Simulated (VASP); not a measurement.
All values below come from r2SCAN meta-GGA, VASP's PBE PAW potentials (set 64) (plane waves; VASP).

Input for VASP

File KPOINTS:
```
Automatic mesh
0
Gamma
  8 8 3
0 0 0
```

### INCAR
```
ALGO  =  Normal
CSHIFT  =  0.1
EDIFF  =  1E-7
ENCUT  =  400
ISMEAR  =  0
LASPH  =  T
LCHARG  =  F
LMAXMIX  =  4
LMIXTAU  =  T
LOPTICS  =  T
LPEAD  =  T
LREAL  =  F
LWAVE  =  F
METAGGA  =  R2SCAN
NBANDS  =  93
NEDOS  =  1001
NELM  =  100
PREC  =  Accurate
SIGMA  =  0.01
SYSTEM  =  CdBr2
```

POSCAR:
```
CdBr2
1
    4.0077236476     0.0000000000     0.0000000000
   -2.0038618238     3.4707900632     0.0000000000
    0.0000000000     0.0000000000    12.9264506063
Cd Br
2 4
Direct
  0.6666670000   0.3333330000   0.8750008148
  0.3333330000   0.6666670000   0.3750008148
  0.0000000000   0.0000000000   0.7540116564
  0.0000000000   0.0000000000   0.2540116564
  0.3333330000   0.6666670000   0.9959775288
  0.6666670000   0.3333330000   0.4959775288
```

POTCAR, in this order: Cd Br (PBE.64 set). Program: vasp_std.

Question: Predict the energy per atom (σ→0).

Answer: 
```yaml
energy per atom (σ→0): -16.593 eV/atom
```

### OSZICAR
```
...
DAV:  43    -0.995605523990E+02   -0.34051E-05   -0.42342E-08  3489   0.681E-04    0.101E-03
DAV:  44    -0.995605499855E+02    0.24135E-05   -0.22185E-08  3429   0.459E-04    0.124E-03
DAV:  45    -0.995605521164E+02   -0.21308E-05   -0.93823E-09  3423   0.309E-04    0.831E-04
DAV:  46    -0.995605513197E+02    0.79671E-06   -0.36061E-09  2892   0.182E-04    0.396E-04
DAV:  47    -0.995605515756E+02   -0.25595E-06   -0.17708E-09  2063   0.114E-04    0.255E-04
DAV:  48    -0.995605516281E+02   -0.52460E-07   -0.23614E-10  2055   0.403E-05
   1 F= -.99560552E+02 E0= -.99560552E+02  d E =-.706468E-25
 imaginary and real dielectric function
```

The structure comes from a computed database's CdBr2 entry (P6_3mc); how it stands against other phases isn't given here. It was relaxed first.
